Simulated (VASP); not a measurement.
Input:

```
CELL_PARAMETERS angstrom
      0.00000     2.73000     2.73000
      2.73000     0.00000     2.73000
      2.73000     2.73000     0.00000
ATOMIC_POSITIONS crystal
  Mg 0.00000 0.00000 0.00000
  Se 0.50000 0.50000 0.50000
```

These are PBE GGA, VASP's PBE PAW potentials (set 64) (plane waves; VASP) values and carry that method's errors. Run with 300 eV cut-off, 8×8×8 Γ-centred mesh, Fermi-Dirac smearing of 0.010 eV, potentials Mg Se.

Q: Estimate the energy per atom (σ→0), pressure, band gap (on the k-mesh) with the smallest direct gap where there is one.

A: 
```
Quantity                                     Result
-----------------------------------  --------------
band gap (on the k-mesh)                    1.79 eV
smallest direct gap (on the k-mesh)         2.56 eV
energy per atom (σ→0)                -3.742 eV/atom
pressure                                   1.57 GPa
```

Only differences to runs with the same potentials and settings are physical.

The structure is a typed MgSe crystal (Fm-3m). The cell was not relaxed at this level.
